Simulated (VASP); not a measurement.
Level of theory: revTPSS meta-GGA, VASP's PBE PAW potentials (set 64) (plane waves; VASP 6.6.1).

VASP input:

**KPOINTS**
```
Automatic mesh
0
Gamma
14 14 8
0 0 0
```

### INCAR
```
! general
SYSTEM   =  Tl
PREC     =  Accurate
ENCUT    =  520
LREAL    =  .False.
LASPH    =  .True.

! electronic loop
EDIFF    =  1E-7
NELM     =  100
ALGO     =  Normal
LMAXMIX  =  4
LMIXTAU  =  .True.

! smearing
ISMEAR   =  -5

! functional
METAGGA  =  RTPSS

! ions
ISIF     =  2

! output
LWAVE    =  .False.
LCHARG   =  .False.
LORBIT   =  11
NEDOS    =  601
```

### KPOINTS_OPT
```
k-points along high-symmetry lines
6
Line-mode
Reciprocal
  0.000000   0.000000   0.000000 ! GAMMA
 -0.000000   0.500000   0.000000 ! M

 -0.000000   0.500000   0.000000 ! M
 -0.333333   0.666667   0.000000 ! K

 -0.333333   0.666667   0.000000 ! K
  0.000000   0.000000   0.000000 ! GAMMA

  0.000000   0.000000   0.000000 ! GAMMA
  0.000000   0.000000   0.500000 ! A

  0.000000   0.000000   0.500000 ! A
 -0.000000   0.500000   0.500000 ! L

 -0.000000   0.500000   0.500000 ! L
 -0.333333   0.666667   0.500000 ! H

 -0.333333   0.666667   0.500000 ! H
  0.000000   0.000000   0.500000 ! A

 -0.000000   0.500000   0.500000 ! L
 -0.000000   0.500000   0.000000 ! M

 -0.333333   0.666667   0.500000 ! H
 -0.333333   0.666667   0.000000 ! K
```

File POSCAR:
```
Tl
1
    1.7203253440    -2.9796910025    -0.0000000000
    1.7203253440     2.9796910025    -0.0000000000
   -0.0000000000    -0.0000000000     5.5822766831
Tl
2
Direct
  0.3333330000   0.6666670000   0.2500000000
  0.6666670000   0.3333330000   0.7500000000
```

POTCAR, in this order: Tl_d (PBE.64 set). Program: vasp_std.

Output

**OSZICAR**
```
       N       E                     dE             d eps       ncg     rms          rms(c)
DAV:   1     0.223915208109E+03    0.22392E+03   -0.14861E+04  4088   0.152E+03
DAV:   2     0.807323005627E+02   -0.14318E+03   -0.14129E+03  4347   0.360E+02
DAV:   3     0.775554051478E+02   -0.31769E+01   -0.31500E+01  5209   0.512E+01
DAV:   4     0.775259591053E+02   -0.29446E-01   -0.29418E-01  4874   0.444E+00
DAV:   5     0.775255476495E+02   -0.41146E-03   -0.41058E-03  5150   0.583E-01    0.373E+00
DAV:   6     0.123083995646E+03    0.45558E+02   -0.17196E+04  4082   0.180E+05    0.248E+00
DAV:   7     0.823171302920E+02   -0.40767E+02   -0.33087E+01  4080   0.653E+01    0.424E+00
DAV:   8     0.824749689543E+02    0.15784E+00   -0.50733E-01  4291   0.492E+00    0.466E+00
DAV:   9     0.818216513264E+02   -0.65332E+00   -0.13635E-01  4370   0.394E+00    0.283E+00
DAV:  10     0.816609095245E+02   -0.16074E+00   -0.20102E-01  4255   0.420E+00    0.124E+00
DAV:  11     0.816585923210E+02   -0.23172E-02   -0.19943E-03  4636   0.427E-01    0.118E+00
DAV:  12     0.816607597146E+02    0.21674E-02   -0.19072E-03  4213   0.406E-01    0.133E+00
DAV:  13     0.816380825879E+02   -0.22677E-01   -0.15734E-01  4167   0.364E+00    0.125E-01
DAV:  14     0.816389213645E+02    0.83878E-03   -0.35501E-03  4304   0.539E-01    0.778E-02
DAV:  15     0.816381826137E+02   -0.73875E-03   -0.46399E-04  4265   0.211E-01    0.300E-02
DAV:  16     0.816382561941E+02    0.73580E-04   -0.12719E-04  4191   0.107E-01    0.262E-02
DAV:  17     0.816381467106E+02   -0.10948E-03   -0.99895E-05  4186   0.101E-01    0.226E-02
DAV:  18     0.816381733867E+02    0.26676E-04   -0.37291E-05  4193   0.511E-02    0.780E-03
DAV:  19     0.816381727779E+02   -0.60881E-06   -0.63763E-06  4342   0.232E-02    0.393E-03
DAV:  20     0.816381771314E+02    0.43535E-05   -0.19919E-06  4160   0.149E-02    0.214E-03
DAV:  21     0.816381772281E+02    0.96748E-07   -0.31678E-07  3310   0.542E-03
   1 F= 0.81638177E+02 E0= 0.81638177E+02  d E =0.000000E+00
       N       E                     dE             ncg
```

### OUTCAR
```
------------------------ aborting loop because EDIFF is reached ----------------------------------------
  FORCE on cell =-STRESS in cart. coord.  units (eV):
  Direction    XX          YY          ZZ          XY          YZ          ZX
  --------------------------------------------------------------------------------------
  Total        0.1365086      0.1365086     -0.1088971      0.0000000     -0.0000000      0.0000000
  in kB        3.8216192      3.8216194     -3.0486232      0.0000000     -0.0000000      0.0000000
  external PRESSURE =       1.5315385 kB  Pullay stress =       0.0000000 kB
  volume of cell :       57.23
      direct lattice vectors                 reciprocal lattice vectors
     1.720325344 -2.979691003  0.000000000     0.290642698 -0.167802634  0.000000000
     1.720325344  2.979691003  0.000000000     0.290642698  0.167802634  0.000000000
     0.000000000  0.000000000  5.582276683     0.000000000  0.000000000  0.179138380
 POSITION                                       TOTAL-FORCE (eV/Angst)
 -----------------------------------------------------------------------------------
      1.72033      0.99323      1.39557        -0.000000     -0.000000      0.000000
      1.72033     -0.99323      4.18671         0.000000      0.000000      0.000000
 -----------------------------------------------------------------------------------
    total drift:                                0.000000      0.000459      0.000008
  FREE ENERGIE OF THE ION-ELECTRON SYSTEM (eV)
  ---------------------------------------------------
  free  energy   TOTEN  =        81.6381772281 eV

  energy  without entropy=       81.6381772281  energy(sigma->0) =       81.63817723

 total charge

# of ion       s       p       d       tot
------------------------------------------
    1        1.192   0.390   9.620  11.202
    2        1.192   0.390   9.620  11.202
--------------------------------------------------
tot          2.384   0.781  19.239  22.404
```
(Selected blocks of OUTCAR.)

OUTCAR:
```
 val. band max:        6.5955554889   @ k =   0.2857   0.1429   0.5000

 cond. band min:       6.3128195585   @ k =   0.3571   0.0000   0.0000


 Fermi energy:         6.5254210890

 k-point     1 :       0.0000    0.0000    0.0000
  band No.  band energies     occupation
      1      -5.4255      2.00000
      2      -5.2096      2.00000
      3      -5.1779      2.00000
      4      -5.1779      2.00000
      5      -5.1260      2.00000
      6      -5.1260      2.00000
      7      -5.0387      2.00000
      8      -5.0387      2.00000
      9      -4.7207      2.00000
     10      -4.7207      2.00000
     11      -3.6187      2.00000
     12       1.2448      2.00000
     13       3.5166      2.00000
     14      14.7747      0.00000
     15      14.7748      0.00000
     16      16.7279      0.00000
     17      16.7778      0.00000

 k-point     2 :       0.0714   -0.0000    0.0000
  band No.  band energies     occupation
      1      -5.4068      2.00000
      2      -5.2266      2.00000
      3      -5.1557      2.00000
      4      -5.1551      2.00000
      5      -5.1278      2.00000
      6      -5.1047      2.00000
      7      -5.0521      2.00000
      8      -5.0488      2.00000
      9      -4.7430      2.00000
     10      -4.7168      2.00000
     11      -3.5206      2.00000
     12       1.3087      2.00000
     13       3.6447      2.00000
     14      13.5319      0.00000
     15      14.2696      0.00000
     16      15.7178      0.00000
     17      17.0948      0.00000

 k-point     3 :       0.1429    0.0000    0.0000
  band No.  band energies     occupation
      1      -5.3770      2.00000
      2      -5.2405      2.00000
      3      -5.1478      2.00000
      4      -5.0952      2.00000
      5      -5.0927      2.00000
      6      -5.0908      2.00000
      7      -5.0759      2.00000
      8      -5.0444      2.00000
      9      -4.7999      2.00000
     10      -4.7073      2.00000
     11      -3.2209      2.00000
...
```

For a metal the tetrahedron method with Blöchl corrections gives inexact stress and forces. Unless said otherwise, spin-orbit coupling is left out, though it shifts the bands of the heavy elements here.

The compound is Tl in the hcp structure. It was relaxed first.
